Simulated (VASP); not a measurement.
Here is a VASP 6.6.1 calculation.

Contents of INCAR:

```
ALGO = Fast
EDIFF = 1E-6
EDIFFG = -0.01
ENCUT = 520
GGA = CA
IBRION = 2
ISIF = 2
ISMEAR = 0
LASPH = T
LCHARG = F
LREAL = F
LWAVE = F
NELM = 100
NSW = 40
PREC = Accurate
SIGMA = 0.05
```

Contents of KPOINTS:

```
k-points
0
Gamma
  8 8 8
```

POSCAR

```
OsI
1.0
    3.3852900000      0.0000000000      0.0000000000
    0.0000000000      3.3852900000      0.0000000000
    0.0000000000      0.0000000000      3.3852900000
Os I
1 1
Direct
    0.5000000000      0.5000000000      0.5000000000
    0.0000000000      0.0000000000      0.0000000000
```

Potentials or basis: VASP PAW LDA potentials, release 64 (Os, I).

Launch:

```sh
$ cat potpaw_LDA.64/Os/POTCAR potpaw_LDA.64/I/POTCAR > POTCAR
$ mpirun -np 1 vasp_std > vasp.out
```

(1) Predict the band gap on the k mesh.

Results:

(1) none (metal or under the smearing width).

Caveat: the relaxation stopped at its first step, so nothing moved; an odd number of electrons without spin polarisation forces a metal; a magnetic or distorted state may lie lower.
